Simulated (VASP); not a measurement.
An input for Ansatz (written as the equivalent of a VASP run, and not itself run):

Ansatz 0.2 input:
```yaml
crystal:
  lattice:
    - [0.0000000, 3.0403566, 3.0403566]
    - [3.0403566, 0.0000000, 3.0403566]
    - [3.0403566, 3.0403566, 0.0000000]
  atoms:
    - { symbol: Cu, position: [1.0000000, 0.0000000, 0.0000000] }
    - { symbol: I, position: [0.2500000, 0.2500000, 0.2500000] }
kpoints:
  mp_grid: { grid: [7, 7, 7] }
hamiltonian:
  xc: pbe
  pseudopotentials: { kind: paw }
scf:
  occupations: { method: gaussian, width: 0.05 }
  max_iter: 100
output: { forces: true, stress: true, eigenvalues: true }
```

Translate this input to VASP (INCAR, KPOINTS, POSCAR, choice of POTCAR).

Several could match; the one computed here: 
### INCAR
```
ALGO = Normal   ! blocked Davidson
EDIFF = 1E-6   ! SCF stop (eV)
LCHARG = .TRUE.
GGA = PE
SIGMA = 0.05
LASPH = .TRUE.   ! aspherical one-centre terms
LWAVE = .FALSE.
ENCUT = 520   ! plane-wave cut-off (eV)
LMAXMIX = 4   ! l cut-off of mixed one-centre charges
NELM = 100
ISMEAR = 0   ! Gaussian
SYSTEM = CuI
PREC = Accurate
LREAL = .FALSE.   ! projection in real space or not
```

POSCAR:
```
CuI
1
    0.0000000000     3.0403566484     3.0403566484
    3.0403566484    -0.0000000000     3.0403566484
    3.0403566484     3.0403566484     0.0000000000
Cu I
1 1
Direct
  1.0000000000   0.0000000000   0.0000000000
  0.2500000000   0.2500000000   0.2500000000
```

### KPOINTS
```
Automatic mesh
0
Gamma
  7 7 7
```

POTCAR, in this order: Cu I (PBE.64 set). Program: vasp_std.

Limits of the translation: each code has its own PAW files, so the cut-off isn't converted (ENCUT is set for VASP's; basis.ecutwfc is left out, and Ansatz then takes the one that its files recommend); Ansatz stops its SCF on the density residual and VASP on the energy change (EDIFF).

The compound is CuI in the zinc blende structure. It was relaxed first.
